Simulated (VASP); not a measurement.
Consider the following.

```
CELL_PARAMETERS angstrom
      0.00000     2.26529     2.26529
      2.26529     0.00000     2.26529
      2.26529     2.26529     0.00000
ATOMIC_POSITIONS crystal
  Ta 0.00000 0.00000 0.00000
  C  0.50000 0.50000 0.50000
```

These are PBEsol GGA, VASP's PBE PAW potentials (set 64) (plane waves; VASP) values and carry that method's errors. Numerical set-up: 520 eV cut-off, 14×14×14 Γ-centred mesh, first-order Methfessel-Paxton smearing of 0.10 eV, potentials Ta_pv C.

Unless said otherwise, spin-orbit coupling is left out, though it shifts the bands of the heavy elements here.

Task: Predict the energy per atom (σ→0), pressure, band gap (on the k-mesh) with the smallest direct gap where there is one.

Result: 
The band gap (on the k-mesh) is none (metal, semimetal or under 0.01 eV) and the energy per atom (σ→0) comes out as -11.721 eV/atom. The pressure is -17.75 GPa.

The absolute energy has meaning only against runs of the same code, potentials and settings.

The compound is TaC in the rock salt structure. This cell is one point of a volume scan, at 1.06 of the reference volume. The electron count is odd and the run is not spin-polarised, which forces a metal.
